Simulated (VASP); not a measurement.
# Lattice vibrations of Rb2TcF6, part 2 of 3

How does the lattice of Rb2TcF6 vibrate? The start is a cell from a database of measured crystal structures.

VASP 6.6.1; PBEsol; plane waves and PAW (Tc, Rb_pv, F).

So far. Step 2 (Relax the host): The run ended after 12 ionic steps, 0.007 eV below its first step, once forces and stress met EDIFFG = -0.03. The relaxed cell has a = 5.946, c = 4.798 Å (conventional setting).

**3. Tight relaxation**

Force constants are second derivatives, so residual forces and stress must first be far smaller than in an ordinary relaxation. Smearing, mesh and cutoff differ from the relaxation before, which can move the cell too.

INCAR

```
SYSTEM = Rb2TcF6
PREC = Accurate
ENCUT = 480
EDIFF = 1E-08
NELM = 120
ISMEAR = 1
SIGMA = 0.2
LREAL = .FALSE.
ALGO = Fast
GGA = PS
NBANDS = 40
LASPH = .TRUE.
LORBIT = 11
LWAVE = .FALSE.
LCHARG = .FALSE.
KPAR = 4
IBRION = 1
NSW = 30
ISIF = 3
EDIFFG = -0.002
POTIM = 0.4
```

POSCAR

```
Rb2TcF6
1.0
    5.9463596876      0.0000000000      0.0000000000
   -2.9731798438      5.1496985495      0.0000000000
    0.0000000000      0.0000000000      4.7982299915
Tc Rb F
1 2 6
Direct
    0.0000000000      0.0000000000      0.0000000000
    0.6666666667      0.3333333333      0.7035903600
    0.3333333333      0.6666666667      0.2964096400
    0.6867672204      0.8433836102      0.7756860243
    0.1566163898      0.8433836102      0.7756860243
    0.1566163898      0.3132327796      0.7756860243
    0.8433836102      0.6867672204      0.2243139757
    0.8433836102      0.1566163898      0.2243139757
    0.3132327796      0.1566163898      0.2243139757
```

KPOINTS

```
Automatic mesh
0
Gamma
7 7 7
0 0 0
```

PAW data sets: Tc, Rb_pv and F (PBE family, release 64).

Command:

```console
> mpirun -np 4 vasp_std
```

Output:

```text
[banner, memory and clock lines left out]
running    4 mpi-ranks, on    1 nodes
 distrk:  each k-point on    1 cores,    4 groups
 distr:  one band on    1 cores,    1 groups

 POSCAR found type information on POSCAR TcRbF
 POSCAR found :  3 types and       9 ions
 [... a notice as in an earlier step ...]

 LDA part: xc-table for (Slater+PW92), standard interpolation
 POSCAR, INCAR and KPOINTS ok, starting setup
 FFT: planning ... GRIDC
 FFT: planning ... GRID_SOFT
 FFT: planning ... GRID
 WAVECAR not read
 entering main loop
       N       E                     dE             d eps       ncg     rms          rms(c)
DAV:   1     0.478396753395E+03    0.47840E+03   -0.29999E+04  3528   0.136E+03
DAV:   2    -0.173320794088E+02   -0.49573E+03   -0.47993E+03  4360   0.350E+02
DAV:   3    -0.528023043216E+02   -0.35470E+02   -0.35141E+02  4216   0.990E+01
DAV:   4    -0.531934974760E+02   -0.39119E+00   -0.39012E+00  4248   0.111E+01
DAV:   5    -0.531982824951E+02   -0.47850E-02   -0.47814E-02  4552   0.108E+00    0.279E+01
RMM:   6    -0.470707971451E+02    0.61275E+01   -0.25444E+01  3520   0.212E+01    0.115E+01
RMM:   7    -0.468608893295E+02    0.20991E+00   -0.16039E+00  3520   0.554E+00    0.854E+00
RMM:   8    -0.468419669222E+02    0.18922E-01   -0.25756E-01  3538   0.238E+00    0.554E+00
RMM:   9    -0.467819975712E+02    0.59969E-01   -0.14141E-01  3608   0.200E+00    0.182E+00
RMM:  10    -0.467511748651E+02    0.30823E-01   -0.16338E-02  3521   0.626E-01    0.119E+00
RMM:  11    -0.467507555326E+02    0.41933E-03   -0.12311E-02  3538   0.512E-01    0.153E+00
RMM:  12    -0.467419867590E+02    0.87688E-02   -0.38460E-03  3520   0.301E-01    0.315E-01
RMM:  13    -0.467385801221E+02    0.34066E-02   -0.87418E-04  3521   0.155E-01    0.547E-01
RMM:  14    -0.467373206865E+02    0.12594E-02   -0.21378E-04  3531   0.673E-02    0.214E-02
RMM:  15    -0.467369803574E+02    0.34033E-03   -0.98570E-05  3549   0.483E-02    0.224E-01
RMM:  16    -0.467368591680E+02    0.12119E-03   -0.23939E-05  3656   0.205E-02    0.817E-02
RMM:  17    -0.467368199058E+02    0.39262E-04   -0.75558E-06  3562   0.120E-02    0.119E-01
RMM:  18    -0.467368019595E+02    0.17946E-04   -0.19838E-06  3683   0.523E-03    0.787E-02
RMM:  19    -0.467367925147E+02    0.94448E-05   -0.88078E-07  3482   0.425E-03    0.803E-02
RMM:  20    -0.467367782900E+02    0.14225E-04   -0.98604E-07  3513   0.392E-03    0.475E-02
RMM:  21    -0.467367745911E+02    0.36989E-05   -0.32149E-07  3374   0.305E-03    0.481E-02
RMM:  22    -0.467367727957E+02    0.17953E-05   -0.71423E-08  2764   0.107E-03    0.407E-02
RMM:  23    -0.467367703350E+02    0.24607E-05   -0.10363E-07  2941   0.140E-03    0.346E-02
RMM:  24    -0.467367674644E+02    0.28706E-05   -0.17397E-07  3499   0.178E-03    0.228E-02
RMM:  25    -0.467367657410E+02    0.17233E-05   -0.15732E-07  3475   0.190E-03    0.143E-02
RMM:  26    -0.467367650715E+02    0.66956E-06   -0.76289E-08  2942   0.133E-03    0.846E-03
RMM:  27    -0.467367648458E+02    0.22563E-06   -0.27313E-08  2398   0.795E-04    0.545E-03
RMM:  28    -0.467367647536E+02    0.92251E-07   -0.13198E-08  2254   0.507E-04    0.304E-03
RMM:  29    -0.467367647194E+02    0.34179E-07   -0.64152E-09  2123   0.359E-04    0.160E-03
RMM:  30    -0.467367647109E+02    0.85447E-08   -0.23786E-09  1795   0.215E-04
   1 F= -.46736765E+02 E0= -.46689337E+02  d E =-.467368E+02
 BRION: g(F)=  0.283E-03 g(S)=  0.155E-02
 bond charge predicted
       N       E                     dE             d eps       ncg     rms          rms(c)
DAV:   1    -0.467483620649E+02   -0.11597E-01   -0.27948E-01  4192   0.324E+00    0.837E-01
RMM:   2    -0.467392680100E+02    0.90941E-02   -0.38590E-02  3520   0.100E+00    0.286E-01
RMM:   3    -0.467382792321E+02    0.98878E-03   -0.31401E-03  3520   0.280E-01    0.183E-01
RMM:   4    -0.467382166275E+02    0.62605E-04   -0.74396E-04  3520   0.131E-01    0.155E-01
RMM:   5    -0.467381135310E+02    0.10310E-03   -0.14976E-04  3520   0.642E-02    0.726E-02
RMM:   6    -0.467380817388E+02    0.31792E-04   -0.79123E-05  3522   0.529E-02    0.962E-02
RMM:   7    -0.467380487807E+02    0.32958E-04   -0.13973E-05  3520   0.209E-02    0.309E-02
RMM:   8    -0.467380360779E+02    0.12703E-04   -0.54883E-06  3521   0.129E-02    0.333E-02
RMM:   9    -0.467380301813E+02    0.58966E-05   -0.14277E-06  3522   0.651E-03    0.372E-03
RMM:  10    -0.467380290121E+02    0.11692E-05   -0.49989E-07  3311   0.366E-03    0.159E-02
RMM:  11    -0.467380282984E+02    0.71370E-06   -0.11889E-07  2897   0.161E-03    0.437E-03
RMM:  12    -0.467380281196E+02    0.17876E-06   -0.33641E-08  2345   0.861E-04    0.825E-03
RMM:  13    -0.467380280286E+02    0.91055E-07   -0.99944E-09  2149   0.373E-04    0.506E-03
RMM:  14    -0.467380279942E+02    0.34314E-07   -0.40285E-09  2098   0.297E-04    0.562E-03
RMM:  15    -0.467380279746E+02    0.19675E-07   -0.81760E-10  1140   0.120E-04    0.477E-03
RMM:  16    -0.467380279465E+02    0.28037E-07   -0.11976E-09  1618   0.169E-04    0.429E-03
RMM:  17    -0.467380279119E+02    0.34593E-07   -0.18575E-09  1886   0.200E-04    0.315E-03
RMM:  18    -0.467380278932E+02    0.18777E-07   -0.12845E-09  1605   0.178E-04    0.257E-03
RMM:  19    -0.467380278769E+02    0.16286E-07   -0.15110E-09  1771   0.183E-04    0.163E-03
RMM:  20    -0.467380278691E+02    0.77434E-08   -0.10647E-09  1514   0.159E-04
   2 F= -.46738028E+02 E0= -.46690760E+02  d E =-.126316E-02
[... from here on, the cycles between the ionic steps are left out ...]
   3 F= -.46738792E+02 E0= -.46691501E+02  d E =-.763919E-03
   4 F= -.46739040E+02 E0= -.46691780E+02  d E =-.247956E-03
   5 F= -.46739757E+02 E0= -.46692557E+02  d E =-.716914E-03
   6 F= -.46740374E+02 E0= -.46693327E+02  d E =-.617144E-03
   7 F= -.46740320E+02 E0= -.46693205E+02  d E =0.534242E-04
   8 F= -.46740385E+02 E0= -.46693281E+02  d E =-.642484E-04
   9 F= -.46740436E+02 E0= -.46693331E+02  d E =-.516802E-04
  10 F= -.46740624E+02 E0= -.46693518E+02  d E =-.187403E-03
  11 F= -.46740615E+02 E0= -.46693503E+02  d E =0.874245E-05
  12 F= -.46740623E+02 E0= -.46693509E+02  d E =-.800986E-05
  13 F= -.46740639E+02 E0= -.46693520E+02  d E =-.163285E-04
  14 F= -.46740666E+02 E0= -.46693535E+02  d E =-.268769E-04
  15 F= -.46740666E+02 E0= -.46693539E+02  d E =-.315084E-06
  16 F= -.46740669E+02 E0= -.46693540E+02  d E =-.219333E-05
  17 F= -.46740674E+02 E0= -.46693548E+02  d E =-.520137E-05
  18 F= -.46740679E+02 E0= -.46693554E+02  d E =-.529014E-05
  19 F= -.46740677E+02 E0= -.46693548E+02  d E =0.246569E-05
  20 F= -.46740678E+02 E0= -.46693550E+02  d E =-.161367E-05
  21 F= -.46740680E+02 E0= -.46693552E+02  d E =-.135048E-05
  22 F= -.46740681E+02 E0= -.46693553E+02  d E =-.141173E-05
 BRION: g(F)=  0.419E-06 g(S)=  0.680E-07 retain N=  2 mean eig= 4.11
 eig:   2.320  5.909
 bond charge predicted
       N       E                     dE             d eps       ncg     rms          rms(c)
DAV:   1    -0.467406835077E+02   -0.24101E-05   -0.13297E-03  3536   0.179E-01    0.122E-02
RMM:   2    -0.467406841643E+02   -0.65661E-06   -0.22348E-05  3520   0.241E-02    0.806E-03
RMM:   3    -0.467406840395E+02    0.12481E-06   -0.17424E-06  3520   0.711E-03    0.692E-03
RMM:   4    -0.467406837456E+02    0.29387E-06   -0.44080E-07  3520   0.378E-03    0.400E-03
RMM:   5    -0.467406836600E+02    0.85645E-07   -0.11087E-07  3468   0.183E-03    0.244E-03
RMM:   6    -0.467406836388E+02    0.21167E-07   -0.29511E-08  2397   0.974E-04    0.152E-03
RMM:   7    -0.467406836305E+02    0.82628E-08   -0.79833E-09  2110   0.463E-04
  23 F= -.46740684E+02 E0= -.46693554E+02  d E =-.253830E-05
 BRION: g(F)=  0.139E-06 g(S)=  0.322E-07 retain N=  1 mean eig= 2.20
 eig:   2.202
 reached required accuracy - stopping structural energy minimisation
```

Run time: 24 min. Hardware: 4 MPI ranks of AMD EPYC 7R43, shared host; peak memory 1.5 GiB.

From OUTCAR (step 3):

```text
  LATTYP: Found a hexagonal cell.
 ALAT       =     5.9463596876
 C/A-ratio  =     0.8069188955

The static configuration has the point symmetry D_3d.

 Found     44 irreducible k-points:

   k-points           NKPTS =     44   k-points in BZ     NKDIM =     44   number of bands    NBANDS=     40

   dimension x,y,z NGX =    42 NGY =   42 NGZ =   36
   dimension x,y,z NGXF=    84 NGYF=   84 NGZF=   72

   ENCUT  =  480.0 eV  35.28 Ry    5.94 a.u.  10.62 10.62  8.57*2*pi/ulx,y,z

   NELECT =      63.0000    total number of electrons

 E-fermi :   0.3833

 k-point     1 :       0.0000    0.0000    0.0000
  band No.  band energies     occupation
    ...
     29      -3.7317      2.00000
     30      -3.6839      2.00000
     31       0.2906      1.69889
     32       0.3564      1.22480
     33       0.3564      1.22480
     34       3.7949     -0.00000
     35       3.7949     -0.00000
     36       4.1218     -0.00000
     37       7.2082      0.00000
     38       7.7758      0.00000
    ...

 k-point     2 :       0.1429    0.0000    0.0000
  band No.  band energies     occupation
    ...
     29      -3.7382      2.00000
     30      -3.7082      2.00000
     31       0.3002      1.64004
     32       0.3614      1.18357
     33       0.3816      1.01410
     34       3.7247     -0.00000
     35       3.7959     -0.00000
     36       4.3508     -0.00000
     37       7.2954      0.00000
     38       7.6421      0.00000
    ...

  Total        0.0008150      0.0008150     -0.0024857      0.0000000     -0.0000000      0.0000000
  in kB        0.0089987      0.0089987     -0.0274462      0.0000000     -0.0000000      0.0000000
  external PRESSURE =      -0.0031496 kB  Pullay stress =       0.0000000 kB

  energy-cutoff  :      480.00
  volume of cell :      145.11
      direct lattice vectors                 reciprocal lattice vectors
     5.931536482 -0.000000000  0.000000000     0.168590382  0.097335702  0.000000000
    -2.965768241  5.136861277 -0.000000000     0.000000000  0.194671405  0.000000000
    -0.000000000 -0.000000000  4.762317552    -0.000000000  0.000000000  0.209981798

 POSITION                                       TOTAL-FORCE (eV/Angst)
 -----------------------------------------------------------------------------------
      0.00000     -0.00000      0.00000        -0.000000      0.000000      0.000000
      2.96577      1.71229      3.37274        -0.000000     -0.000000      0.001186
     -0.00000      3.42457      1.38958        -0.000000      0.000000     -0.001186
      1.56436      4.32776      3.69342         0.000290      0.000167     -0.000142
     -1.56436      4.32776      3.69342        -0.000290      0.000167     -0.000142
     -0.00000      1.61821      3.69342        -0.000000     -0.000335     -0.000142
      2.96577      3.51865      1.06890        -0.000000      0.000335      0.000142
      4.53013      0.80910      1.06890         0.000290     -0.000167      0.000142
      1.40141      0.80910      1.06890        -0.000290     -0.000167      0.000142
 -----------------------------------------------------------------------------------
    total drift:                                0.000000      0.000000     -0.000000

  FREE ENERGIE OF THE ION-ELECTRON SYSTEM (eV)
  ---------------------------------------------------
  free  energy   TOTEN  =       -46.7406836305 eV

  energy  without entropy=      -46.5992944833  energy(sigma->0) =      -46.69355391

 total charge
# of ion       s       p       d       tot
------------------------------------------
    1        0.461   0.878   5.181   6.520
    2        0.041   6.006   0.061   6.108
    3        0.041   6.006   0.061   6.108
    4        1.742   4.326   0.000   6.068
    5        1.742   4.326   0.000   6.068
    6        1.742   4.326   0.000   6.068
    7        1.742   4.326   0.000   6.068
    8        1.742   4.326   0.000   6.068
    9        1.742   4.326   0.000   6.068
--------------------------------------------------
tot         10.996  38.847   5.304  55.147

[... 2 parts as in an earlier step ...]

[... 7 further parts left out ...]
```

CONTCAR:

```
Rb2TcF6
   1.00000000000000
     5.9315364820994265   -0.0000000000000000    0.0000000000000000
    -2.9657682410497133    5.1368612769709960   -0.0000000000000001
    -0.0000000000000000   -0.0000000000000000    4.7623175524938004
  Tc              Rb              F
     1     2     6
Direct
    -0.0000000000000000   -0.0000000000000000    0.0000000000000000
     0.6666666667000030    0.3333333332999970    0.7082136442478786
     0.3333333332999970    0.6666666667000030    0.2917863557521204
     0.6849808273527059    0.8424904136763512    0.7755500339012399
     0.1575095863236475    0.8424904136763512    0.7755500339012399
     0.1575095863236475    0.3150191726472951    0.7755500339012399
     0.8424904136763512    0.6849808273527059    0.2244499660987598
     0.8424904136763512    0.1575095863236475    0.2244499660987598
     0.3150191726472951    0.1575095863236475    0.2244499660987598
```

(Continued in part 3 of 3.)

[Lines on the potential files, build, host, timing and source positions are cut from VASP's logs without a mark.]

[Logs are printed without paths, hosts, clocks, repeated set-up lines and the standing remarks that a program may print on its own settings, such as how far it seeks lower states.]

[Hosts, paths, dates, database ids (printed as entryN), source tags and the programs' standing remarks are cut or masked in the printed files.]

[Runs that stopped without an error message from VASP are left out.]
